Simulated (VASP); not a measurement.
# RuI2N6 (Fm-3m) in VASP: single point with PBE

Aim: the single point of RuI2N6 with PBE.

Program: VASP 6.6.1. These are calculated values, not measurements. Logs are shortened: lines on timing, memory, paths and dates and some standing lists are left out, and cuts for length are marked.

## Step 1: The crystal as given

It takes space group Fm-3m (No. 225, cubic). The conventional cell has a = 7.750 Å, b = 7.750 Å, c = 7.750 Å, α = 90.00°, β = 90.00°, γ = 90.00°. Ru (site symmetry m-3m) is surrounded by 6 N at 1.96 Å. Around I (site symmetry -43m) lie 12 N at 2.74 Å. N (site symmetry 4mm) has 1 Ru at 1.96 Å as nearest neighbours.

The cell comes from a database or a generator and needn't be the stable form of this composition.

## Step 2: Single point, PBE

INCAR

```
SYSTEM = RuI2N6
ALGO = Fast
EDIFF = 1E-6
ENCUT = 520
GGA = PE
ISIF = 2
ISMEAR = -1
LASPH = .TRUE.
LCHARG = .TRUE.
LELF = .TRUE.
LREAL = .FALSE.
LVHAR = .TRUE.
LWAVE = .FALSE.
NBANDS = 39
NELM = 100
PREC = Accurate
SIGMA = 0.15
```

KPOINTS

```
k-points
0
G
  5 5 5
  0 0 0
```

POSCAR

```
RuI2N6
1.0
    0.0000000000      3.8752410000      3.8752410000
    3.8752410000      0.0000000000      3.8752410000
    3.8752410000      3.8752410000      0.0000000000
Ru I N
1 2 6
Direct
    0.0000000000      0.0000000000      0.0000000000
    0.7500000000      0.7500000000      0.7500000000
    0.2500000000      0.2500000000      0.2500000000
    0.7476920000      0.7476920000      0.2523080000
    0.2523080000      0.7476920000      0.2523080000
    0.7476920000      0.2523080000      0.2523080000
    0.2523080000      0.2523080000      0.7476920000
    0.7476920000      0.2523080000      0.7476920000
    0.2523080000      0.7476920000      0.7476920000
```

Potentials or basis: VASP PAW PBE potentials, release 64 (Ru_pv, I, N).

The run is started by

```console
cat potpaw_PBE.64/Ru_pv/POTCAR potpaw_PBE.64/I/POTCAR potpaw_PBE.64/N/POTCAR > POTCAR
mpirun -np 1 vasp_std > vasp.out
```

OUTCAR:

```text
SYSTEM = RuI2N6
   EDIFF = 1E-6
   ENCUT = 520
   GGA = PE
   ISIF = 2
   ISMEAR = -1
   LASPH = .TRUE.
   LREAL = .FALSE.
   NELM = 100
   PREC = Accurate

 ion  position               nearest neighbor table
   1  0.000  0.000  0.000-   4 1.96   5 1.96   6 1.96   7 1.96   8 1.96   9 1.96   2 3.36   3 3.36
                             2 3.36   2 3.36   2 3.36   3 3.36   3 3.36   3 3.36
   2  0.750  0.750  0.750-   1 3.36   1 3.36   1 3.36   1 3.36
   3  0.250  0.250  0.250-   1 3.36   1 3.36   1 3.36   1 3.36
   4  0.748  0.748  0.252-   1 1.96
   5  0.252  0.748  0.252-   1 1.96
   6  0.748  0.252  0.252-   1 1.96
   7  0.252  0.252  0.748-   1 1.96
   8  0.748  0.252  0.748-   1 1.96
   9  0.252  0.748  0.748-   1 1.96

  LATTYP: Found a face centered cubic cell.
 ALAT       =     7.7504820000

  Lattice vectors:

 A1 = (   0.0000000000,   3.8752410000,   3.8752410000)
 A2 = (   3.8752410000,   0.0000000000,   3.8752410000)
 A3 = (   3.8752410000,   3.8752410000,   0.0000000000)

Analysis of symmetry for initial positions (statically):
=====================================================================
 Subroutine PRICEL returns:
 Original cell was already a primitive cell.

 Routine SETGRP: Setting up the symmetry group for a
 face centered cubic supercell.

 Subroutine GETGRP returns: Found 48 space group operations
 (whereof 48 operations were pure point group operations)
 out of a pool of 48 trial point group operations.

The static configuration has the point symmetry O_h .

Analysis of symmetry for dynamics (positions and initial velocities):
=====================================================================
 Subroutine PRICEL returns:
 Original cell was already a primitive cell.

 Routine SETGRP: Setting up the symmetry group for a
 face centered cubic supercell.

 Subroutine GETGRP returns: Found 48 space group operations
 (whereof 48 operations were pure point group operations)
 out of a pool of 48 trial point group operations.

The dynamic configuration has the point symmetry O_h .

 Subroutine INISYM returns: Found 48 space group operations
 (whereof 48 operations are pure point group operations),
 and found     1 'primitive' translations

----------------------------------------------------------------------------------------

                                     Primitive cell

  volume of cell :     116.3928

  direct lattice vectors                    reciprocal lattice vectors
     0.000000000  3.875241000  3.875241000    -0.129024234  0.129024234  0.129024234
     3.875241000  0.000000000  3.875241000     0.129024234 -0.129024234  0.129024234
     3.875241000  3.875241000  0.000000000     0.129024234  0.129024234 -0.129024234

  length of vectors
     5.480418380  5.480418380  5.480418380     0.223476528  0.223476528  0.223476528

  position of ions in fractional coordinates (direct lattice)
     0.000000000  0.000000000  0.000000000
     0.750000000  0.750000000  0.750000000
     0.250000000  0.250000000  0.250000000
     0.747692000  0.747692000  0.252308000
     0.252308000  0.747692000  0.252308000
     0.747692000  0.252308000  0.252308000
     0.252308000  0.252308000  0.747692000
     0.747692000  0.252308000  0.747692000
     0.252308000  0.747692000  0.747692000

  ion indices of the primitive-cell ions
   primitive index   ion index
                 1           1
                 2           2
                 3           3
                 4           4
                 5           5
                 6           6
                 7           7
                 8           8
                 9           9

----------------------------------------------------------------------------------------

 KPOINTS: k-points

Automatic generation of k-mesh.
 Grid dimensions read from file:
 generate k-points for:    5    5    5

 Generating k-lattice:

  Cartesian coordinates                     Fractional coordinates (reciprocal lattice)
    -0.025804847  0.025804847  0.025804847     0.200000000  0.000000000  0.000000000
     0.025804847 -0.025804847  0.025804847     0.000000000  0.200000000  0.000000000
     0.025804847  0.025804847 -0.025804847     0.000000000  0.000000000  0.200000000

  Length of vectors
     0.044695306  0.044695306  0.044695306

  Shift w.r.t. Gamma in fractional coordinates (k-lattice)
     0.000000000  0.000000000  0.000000000

 Subroutine IBZKPT returns following result:
 ===========================================

 Found     10 irreducible k-points:

 Following reciprocal coordinates:
            Coordinates               Weight
  0.000000  0.000000  0.000000      1.000000
  0.200000  0.000000  0.000000      8.000000
  0.400000  0.000000  0.000000      8.000000
  0.200000  0.200000  0.000000      6.000000
  0.400000  0.200000  0.000000     24.000000
 -0.400000  0.200000  0.000000     24.000000
 -0.200000  0.200000  0.000000     12.000000
  0.400000  0.400000  0.000000      6.000000
 -0.400000  0.400000  0.000000     12.000000
 -0.400000  0.400000  0.200000     24.000000
   k-points           NKPTS =     10   k-points in BZ     NKDIM =     10   number of bands    NBANDS=     39
   number of dos      NEDOS =    301   number of ions     NIONS =      9
   total plane-waves  NPLWV =  74088
   dimension x,y,z NGX =    42 NGY =   42 NGZ =   42
   dimension x,y,z NGXF=    84 NGYF=   84 NGZF=   84
   ions per type =               1   2   6
   NGX,Y,Z   is equivalent  to a cutoff of  12.74, 12.74, 12.74 a.u.
   NGXF,Y,Z  is equivalent  to a cutoff of  25.48, 25.48, 25.48 a.u.
 SYSTEM =  RuI2N6
   PREC   = accura    normal or accurate (medium, high low for compatibility)
   ISTART =      0    job   : 0-new  1-cont  2-samecut
   ICHARG =      2    charge: 1-file 2-atom 10-const
   ISPIN  =      1    spin polarized calculation?
   LNONCOLLINEAR =      F non collinear calculations
   LSORBIT =      F    spin-orbit coupling
   LASPH  =      T    aspherical Exc in radial PAW
   ENCUT  =  520.0 eV  38.22 Ry    6.18 a.u.  10.19 10.19 10.19*2*pi/ulx,y,z
   NELM   =    100;   NELMIN=  2; NELMDL= -5     # of ELM steps
   EDIFF  = 0.1E-05   stopping-criterion for ELM
   LREAL  =      F    real-space projection
[... 7 lines left out ...]
   TEBEG  =    0.0;   TEEND  =   0.0 temperature during run
   PSTRESS=    0.0 pullay stress
   NELECT =      58.0000    total number of electrons
   NUPDOWN=      -1.0000    fix difference up-down
   EMIN   =  10.00;   EMAX   =-10.00  energy-range for DOS
   EFERMI =   0.00;   METHOD = LEGACY
   ISMEAR =    -1;   SIGMA  =   0.15  broadening in eV -4-tet -1-fermi 0-gaus
   EFERMI_NEDOS =   21; number of points for ismear=-14 and -15
   IALGO  =     68    algorithm
   IMIX   =      4    mixing-type and parameters
     AMIX     =   0.40;   BMIX     =  1.00
     AMIX_MAG =   1.60;   BMIX_MAG =  1.00
  volume/ion in A,a.u.               =      12.93        87.27
  Fermi-wavevector in a.u.,A,eV,Ry     =   1.297903  2.452680 22.919711  1.684551
  Thomas-Fermi vector in A             =   2.429265
   LORBIT       =      0    0 simple, 1 ext, 2 COOP (PROOUT), +10 PAW based schemes
   GGA     = PE    functional components
   LHFCALC =     F    Hartree Fock is set to
   AEXX    =    0.0000 exact exchange contribution
   IVDW    =     0    specifies the selected vdW correction
   LEPSILON=     F    determine dielectric tensor
   LRPA    =     F    only Hartree local field effects (RPA)
 non-spin polarized calculation
 RMM-DIIS sequential band-by-band and
  energy-cutoff  :      520.00
  volume of cell :      116.39
 maximum number of plane-waves:      3150
 NGX is ok and might be reduce to    42
   NGX = 21   NGY = 21   NGZ = 21

 number of electron      57.9999995 magnetization

 Free energy of the ion-electron system (eV)
  ---------------------------------------------------
  ext. energy  EPLUGINS =         0.00000000
  ---------------------------------------------------
  free energy    TOTEN  =       -39.99436422 eV

  energy without entropy =      -39.24902762  energy(sigma->0) =      -39.62169592

 E-fermi :   6.7676     XC(G=0): -11.4341

 val. band max:        6.7538510362   @ k =  -0.2000   0.2000   0.0000
 cond. band min:       6.7804432377   @ k =   0.4000   0.2000   0.0000
 fundamental gap:      0.0265922016
 Fermi energy:         6.7675966574

 k-point     1 :       0.0000    0.0000    0.0000
  band No.  band energies     occupation
      1     -37.0928      2.00000
      2     -37.0928      2.00000
      3     -37.0928      2.00000
      4      -9.9642      2.00000
      5      -6.3958      2.00000
      6      -6.3958      2.00000
[... 31 lines left out ...]
     38      10.2148      0.00000
     39      13.0132      0.00000

 k-point     2 :       0.2000    0.0000    0.0000
  band No.  band energies     occupation
      1     -37.0928      2.00000
      2     -37.0928      2.00000
      3     -37.0928      2.00000
      4      -9.7270      2.00000
      5      -6.7689      2.00000
      6      -6.5361      2.00000
[... 31 lines left out ...]
     38       9.9939      0.00000
     39      12.8585      0.00000

 k-point     3 :       0.4000    0.0000    0.0000
  band No.  band energies     occupation
      1     -37.0929      2.00000
      2     -37.0928      2.00000
      3     -37.0928      2.00000
      4      -9.0529      2.00000
      5      -7.9283      2.00000
      6      -6.6866      2.00000
[... 244 lines left out ...]
 k-point     9 :      -0.4000    0.4000    0.0000
  band No.  band energies     occupation
      1     -37.0929      2.00000
      2     -37.0929      2.00000
      3     -37.0928      2.00000
      4      -8.1468      2.00000
      5      -7.8961      2.00000
      6      -7.5936      2.00000
[... 31 lines left out ...]
     38       8.9855      0.00000
     39      11.8416      0.00000

 k-point    10 :      -0.4000    0.4000    0.2000
  band No.  band energies     occupation
      1     -37.0929      2.00000
      2     -37.0928      2.00000
      3     -37.0928      2.00000
      4      -8.4812      2.00000
      5      -7.6089      2.00000
      6      -7.3551      2.00000
[... 31 lines left out ...]
     38       9.0663      0.00000
     39      12.0789      0.00000

------------------------ aborting loop because EDIFF is reached ----------------------------------------

  FORCE on cell =-STRESS in cart. coord.  units (eV):
  Direction    XX          YY          ZZ          XY          YZ          ZX
  --------------------------------------------------------------------------------------
  -------------------------------------------------------------------------------------
  Total        0.1147704      0.1147704      0.1147704      0.0000000      0.0000000     -0.0000000
  in kB        1.5798440      1.5798440      1.5798440      0.0000000      0.0000000     -0.0000000
  external PRESSURE =       1.5798440 kB  Pullay stress =       0.0000000 kB

 VOLUME and BASIS-vectors are now :
 -----------------------------------------------------------------------------
  energy-cutoff  :      520.00
  volume of cell :      116.39
      direct lattice vectors                 reciprocal lattice vectors
     0.000000000  3.875241000  3.875241000    -0.129024234  0.129024234  0.129024234
     3.875241000  0.000000000  3.875241000     0.129024234 -0.129024234  0.129024234
     3.875241000  3.875241000  0.000000000     0.129024234  0.129024234 -0.129024234

 POSITION                                       TOTAL-FORCE (eV/Angst)
 -----------------------------------------------------------------------------------
      0.00000      0.00000      0.00000         0.000000     -0.000000      0.000000
      5.81286      5.81286      5.81286        -0.000000     -0.000000      0.000000
      1.93762      1.93762      1.93762         0.000000     -0.000000     -0.000000
      3.87524      3.87524      5.79497         0.000000     -0.000000      0.241386
      3.87524      1.95551      3.87524         0.000000     -0.241386      0.000000
      1.95551      3.87524      3.87524        -0.241386     -0.000000      0.000000
      3.87524      3.87524      1.95551         0.000000     -0.000000     -0.241386
      3.87524      5.79497      3.87524         0.000000      0.241386      0.000000
      5.79497      3.87524      3.87524         0.241386     -0.000000      0.000000
 -----------------------------------------------------------------------------------
    total drift:                                0.000000      0.000000      0.000000

  FREE ENERGIE OF THE ION-ELECTRON SYSTEM (eV)
  ---------------------------------------------------
  free  energy   TOTEN  =       -39.9943642160 eV

  energy  without entropy=      -39.2490276230  energy(sigma->0) =      -39.62169592
```

Wall time 51 s (1 thread of AMD EPYC 9R45 (Zen 5), shared host); peak memory 0.24 GiB.

What came out:

* Free energy: -39.9944 eV
* Pressure: 0.2 GPa
* Largest force: 0.241 eV/Å
* Band gap on the k mesh: none (metal or under the smearing width)

Forces in eV/Å, atoms in the order of the input:
```
Ru   0.000  0.000  0.000
I    0.000  0.000  0.000
I    0.000  0.000  0.000
N    0.000  0.000  0.241
N    0.000 -0.241  0.000
N   -0.241  0.000  0.000
N    0.000  0.000 -0.241
N    0.000  0.241  0.000
N    0.241  0.000  0.000
```

Spin-orbit coupling is left out, which matters for the levels of I.
